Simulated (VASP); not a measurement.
Given:

```
CELL_PARAMETERS angstrom
      4.67353    -2.48156    -0.00397
      4.67353     2.48156    -0.00397
      3.35935     0.00000     4.08838
ATOMIC_POSITIONS crystal
  Ga 0.85567 0.85567 0.85567
  Ga 0.35567 0.35567 0.35567
  Ga 0.14433 0.14433 0.14433
  Ga 0.64433 0.64433 0.64433
  O  0.44743 0.05257 0.75000
  O  0.05257 0.75000 0.44743
  O  0.55257 0.94743 0.25000
  O  0.25000 0.55257 0.94743
  O  0.94743 0.25000 0.55257
  O  0.75000 0.44743 0.05257
```

These are LDA (Ceperley-Alder, Perdew-Zunger), VASP's LDA PAW potentials (set 64) (plane waves; VASP) values and carry that method's errors. Numerical set-up: 520 eV cut-off, Gaussian smearing of 0.050 eV, potentials Ga_d O.

### Question
Predict the band gap (along the path) with the smallest direct gap where there is one.

### Answer

| Property | Result |
|---|---|
| band gap (along the path) | 2.97 eV |
| smallest direct gap (along the path) | 3.24 eV |

Only differences to runs with the same potentials and settings are physical.

The compound is Ga2O3 in the corundum structure, the metastable α form; monoclinic β is stable. It was relaxed first.
